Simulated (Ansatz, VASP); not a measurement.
# Cd2H110C8S8N4O71F24 in two plane-wave programs, part 2 of 2

One calculation is typed for both programs; each brings its own data sets and cutoff. How far apart do they land? The cell is taken from a series of runs on this material, whose earlier steps may have relaxed, scaled, displaced or heated it; both programs get it as it stands.

VASP 6.6.1 and Ansatz 0.2.0.

So far: The structure; Ansatz: single point, LDA.

## Step 3: VASP: single point, LDA

Level of this step: LDA; plane waves and PAW (N, S, O, C, F, H, Cd) (VASP).

The same cell, functional (in two slightly different forms) and mesh now go to VASP, with its own data sets and cutoff.

Lines of VASP's logs that name or quote its potential files are left out, and so is its time.

The input, INCAR:

```
SYSTEM = Cd2H110C8S8N4O71F24
PREC = Accurate
ENCUT = 520
EDIFF = 1E-05
NELM = 100
ISMEAR = 0
SIGMA = 0.01
LREAL = Auto
ALGO = Fast
GGA = CA
NBANDS = 572
LORBIT = 11
LWAVE = .FALSE.
LCHARG = .FALSE.
ISIF = 2
```

The input, POSCAR:

```
Cd2H110C8S8N4O71F24
1.0
   13.6330900000      0.0000000000      0.0000000000
    0.0000000000     13.6330900000      0.0000000000
    0.0000000000      0.0000000000     13.6330900000
N S O C F H Cd
4 8 71 8 24 110 2
Direct
    0.6159100000      0.9541100000      0.7560200000
    0.0853100000      0.7260400000      0.2973700000
    0.0711200000      0.6487600000      0.9012000000
    0.3390500000      0.5493300000      0.3165700000
    0.6008000000      0.8866400000      0.6660300000
    0.5367900000      0.0304700000      0.7673400000
    0.1272400000      0.7827600000      0.3862500000
    0.9779500000      0.7570200000      0.2648300000
    0.9682800000      0.6959300000      0.8815400000
    0.1487800000      0.7183100000      0.8546000000
    0.3601000000      0.4947000000      0.2192800000
    0.2437000000      0.5028000000      0.3667400000
    0.6065800000      0.9371400000      0.5711700000
    0.5176700000      0.8163700000      0.6703400000
    0.4771600000      0.0529600000      0.6809400000
    0.5617700000      0.1166600000      0.8285800000
    0.1027600000      0.8846000000      0.3914600000
    0.2320800000      0.7660900000      0.4032900000
    0.9191000000      0.7832000000      0.3508300000
    0.9290100000      0.6953500000      0.1966700000
    0.9524100000      0.8015200000      0.8943000000
    0.8885000000      0.6446000000      0.9279200000
    0.1167100000      0.7727100000      0.7660500000
    0.2441000000      0.6781400000      0.8392200000
    0.3494100000      0.3875000000      0.2276400000
    0.4510300000      0.5221500000      0.1750100000
    0.1639500000      0.4641000000      0.3046200000
    0.2029800000      0.5646400000      0.4437400000
    0.1449600000      0.1482100000      0.8164200000
    0.4597600000      0.3421300000      0.9473700000
[... 191 atom lines left out ...]
    0.6044700000      0.6216000000      0.9244300000
    0.5262000000      0.6969700000      0.9748300000
    0.1286700000      0.5058400000      0.5300500000
    0.1048000000      0.5521000000      0.6379300000
    0.9084000000      0.3816600000      0.1403600000
    0.4069100000      0.7234100000      0.6266600000
```

The input, KPOINTS:

```
Automatic mesh
0
Gamma
1 1 1
0 0 0
```

The projector-augmented-wave data sets are N, S, O, C, F, H and Cd (LDA family, release 64).

On the command line:

```bash
$ export OMP_NUM_THREADS=5
$ mpirun -np 1 vasp_gam
```

Numbers of over 12 decimals in the logs are rounded to 6 here.

The log of the run:

```text
[banner, memory and clock lines left out]
running    1 mpi-ranks, on    1 nodes
[...]
Offloading initialized ...    1 GPUs detected
[...]
LDA part: xc-table for (Slater(with rela. corr.)+CA(PZ))
 , standard interpolation
 POSCAR, INCAR and KPOINTS ok, starting setup
[...]
entering main loop
       N       E                     dE             d eps       ncg     rms          rms(c)
DAV:   1     0.718059261969E+04    0.71806E+04   -0.47958E+05  1208   0.139E+03
DAV:   2    -0.645398453009E+03   -0.78260E+04   -0.75008E+04  1380   0.351E+02
DAV:   3    -0.134314032657E+04   -0.69774E+03   -0.69224E+03  1376   0.110E+02
DAV:   4    -0.135609953895E+04   -0.12959E+02   -0.12895E+02  1384   0.161E+01
[...]
RMM:  16    -0.122595653393E+04   -0.34442E-04   -0.47698E-04  1483   0.215E-02    0.219E-02
RMM:  17    -0.122595654404E+04   -0.10110E-04   -0.80413E-05  1287   0.967E-03    0.110E-02
RMM:  18    -0.122595654465E+04   -0.61204E-06   -0.26614E-05  1142   0.524E-03
   1 F= -.12259565E+04 E0= -.12259565E+04  d E =-.191567E-16
```

From OUTCAR (step 3):

```text
  FREE ENERGIE OF THE ION-ELECTRON SYSTEM (eV)
  ---------------------------------------------------
  free  energy   TOTEN  =     -1225.9565446491 eV

  energy  without entropy=    -1225.9565446491  energy(sigma->0) =    -1225.95654465
```

The run ends at a pressure of -1.99 GPa, with forces up to 4.8 eV/Å.

## Step 4: Comparison

Known differences besides the potentials themselves: the two LDA forms differ slightly; fixed occupations in Ansatz, narrow Gaussian smearing in VASP; the data sets hold 844 valence electrons in Ansatz (default PAW (the set named soft_2) files) and 828 in VASP; the cutoff is 420 eV in Ansatz and 520 eV in VASP (PREC = Accurate, projectors in real space); VASP's log shows a relativistic correction to its local exchange, Ansatz's none. Total energies have different zeros and are not compared.

Both answers:

| quantity | Ansatz | VASP | difference |
| --- | --- | --- | --- |
| pressure (GPa) | -2.18 | -1.99 | -0.19 |
| gap on the k mesh (eV) | 3.667 | 3.544 | +0.123 |

Forces on 9 of the 227 atoms, those with the largest forces and the largest differences (eV/Å; atoms numbered as in POSCAR):

| atom | Ansatz x, y, z | VASP x, y, z |
| --- | --- | --- |
| S5 | -1.953, -1.958, -2.916 | -2.051, -1.868, -2.928 |
| S6 | -3.149, 3.186, 1.288 | -3.021, 3.167, 1.174 |
| S8 | 0.179, 1.679, 3.196 | -0.038, 1.390, 3.075 |
| O14 | 3.530, 2.634, 0.862 | 3.783, 2.843, 0.892 |
| C84 | 3.601, -3.141, 0.209 | 3.167, -2.815, 0.056 |
| C85 | -0.667, -2.912, 2.495 | -0.348, -2.659, 2.143 |
| C91 | 1.268, -3.104, 2.738 | 1.054, -2.806, 2.388 |
| F95 | -0.096, 0.200, -0.960 | -0.411, 0.528, -0.659 |
| F112 | 0.013, -0.544, -0.391 | -0.316, -0.209, -0.095 |

The forces differ by 137 meV/Å r.m.s., which is 17.3 % of the r.m.s. force of 0.79 eV/Å (both taken over all components). A gap on the mesh is an upper bound, since the band edges may lie between its points.

## Step 5: Outcome

| Item | Value |
| --- | --- |
| r.m.s. force difference (single point, LDA) | 17 % of the r.m.s. force |
| difference in gap on the k mesh (single point, LDA) | 0.12 eV |

What this shows: The r.m.s. force difference is 17 % of the r.m.s. force (single point, LDA), beyond the 3 % picked in this series as the mark of a large difference. By the marks of this series, far apart in the single point, LDA pair: the r.m.s. force difference, 17 % of the r.m.s. force and the difference in gap on the k mesh, 0.12 eV. What causes the difference of the single point, LDA pair stays open here. Such differences can come from data sets, numerical settings and the points named under the comparisons, not from the functional's error against experiment.

[Lines on the potential files, build, host, timing and source positions are cut from VASP's logs without a mark.]

[Logs are printed without paths, hosts, clocks, repeated set-up lines and the standing remarks that a program may print on its own settings, such as how far it seeks lower states.]

[Hosts, paths, dates, database ids (printed as entryN), source tags and the programs' standing remarks are cut or masked in the printed files.]
